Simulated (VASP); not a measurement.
Method: PBEsol GGA, VASP's PBE PAW potentials (set 64) (plane waves; VASP).

The input files of a VASP run:

KPOINTS:
```
Automatic
0
Gamma
 8 8 5
```

INCAR:
```
SYSTEM = GaN
PREC = Accurate
ENCUT = 620
EDIFF = 1E-6
NELM = 100
ALGO = Normal
LREAL = .FALSE.
LASPH = .TRUE.
ISMEAR = 0
SIGMA = 0.05
GGA = PS
LMAXMIX = 4
LWAVE = .FALSE.
LCHARG = .FALSE.
IBRION = 2
ISIF = 3
NSW = 40
EDIFFG = -0.02
PSTRESS = 450
```

POSCAR:
```
GaN
1
    3.0087083205    -0.0000000000    -0.0000000000
   -1.5043541603     2.6056183263     0.0000000000
    0.0000000000     0.0000000000     4.9051176032
Ga N
2 2
Direct
  0.3333330000   0.6666670000   0.9994587612
  0.6666670000   0.3333330000   0.4994587612
  0.3333330000   0.6666670000   0.3755412388
  0.6666670000   0.3333330000   0.8755412388
```

POTCAR, in this order: Ga_d N (PBE.64 set). Program: vasp_std.

Output

OSZICAR:
```
       N       E                     dE             d eps       ncg     rms          rms(c)
DAV:   1     0.296925671679E+03    0.29693E+03   -0.20444E+04  1392   0.355E+03
DAV:   2     0.642986014338E+01   -0.29050E+03   -0.28211E+03  1448   0.573E+02
DAV:   3    -0.283418067025E+02   -0.34772E+02   -0.34563E+02  1470   0.168E+02
DAV:   4    -0.297657399186E+02   -0.14239E+01   -0.14207E+01  1800   0.349E+01
DAV:   5    -0.297856174430E+02   -0.19878E-01   -0.19872E-01  1474   0.414E+00    0.113E+01
DAV:   6    -0.253837303382E+02    0.44019E+01   -0.13253E+01  2450   0.685E+01    0.322E+00
DAV:   7    -0.254758595178E+02   -0.92129E-01   -0.26160E+00  1428   0.143E+01    0.290E+00
DAV:   8    -0.254529639469E+02    0.22896E-01   -0.43822E-01  1968   0.134E+01    0.964E-01
DAV:   9    -0.254198599556E+02    0.33104E-01   -0.15122E-01  2416   0.826E+00    0.252E-01
DAV:  10    -0.254209419741E+02   -0.10820E-02   -0.10054E-02  1520   0.110E+00    0.655E-02
DAV:  11    -0.254209256116E+02    0.16362E-04   -0.63603E-04  2070   0.670E-01    0.121E-02
DAV:  12    -0.254209326650E+02   -0.70534E-05   -0.91306E-05  2140   0.180E-01    0.654E-03
DAV:  13    -0.254209333808E+02   -0.71587E-06   -0.88639E-06  1650   0.296E-02
   1 F= -.14620474E+02 E0= -.14620474E+02  d E =-.146205E+02
```

**OUTCAR**
```
------------------------ aborting loop because EDIFF is reached ----------------------------------------
  FORCE on cell =-STRESS in cart. coord.  units (eV):
  Direction    XX          YY          ZZ          XY          YZ          ZX
  --------------------------------------------------------------------------------------
  Total       10.7695861     10.7695902     10.8366347     -0.0000000     -0.0000000      0.0000000
  in kB      448.7136543    448.7138224    451.5072238     -0.0000000     -0.0000000      0.0000000
  external PRESSURE =      -0.3550999 kB  Pullay stress =     450.0000000 kB
  volume of cell :       38.45
      direct lattice vectors                 reciprocal lattice vectors
     3.008708320  0.000000000  0.000000000     0.332368543  0.191893032  0.000000000
    -1.504354160  2.605618326  0.000000000     0.000000000  0.383786063  0.000000000
     0.000000000  0.000000000  4.905117603     0.000000000  0.000000000  0.203868710
  FREE ENERGIE OF THE ION-ELECTRON SYSTEM (eV)
  ---------------------------------------------------
  free  energy   TOTEN  =       -25.4209333808 eV

  energy  without entropy=      -25.4209333808  energy(sigma->0) =      -25.42093338
  enthalpy is  TOTEN    =       -14.6204736280 eV   P V=       10.8004597529

 reached required accuracy - stopping structural energy minimisation
```
(Selected blocks of OUTCAR.)

The structure was generated: GaN was put into the wurtzite type (P6_3mc), which need not be its known phase. It was relaxed first under an external pressure of 45 GPa.
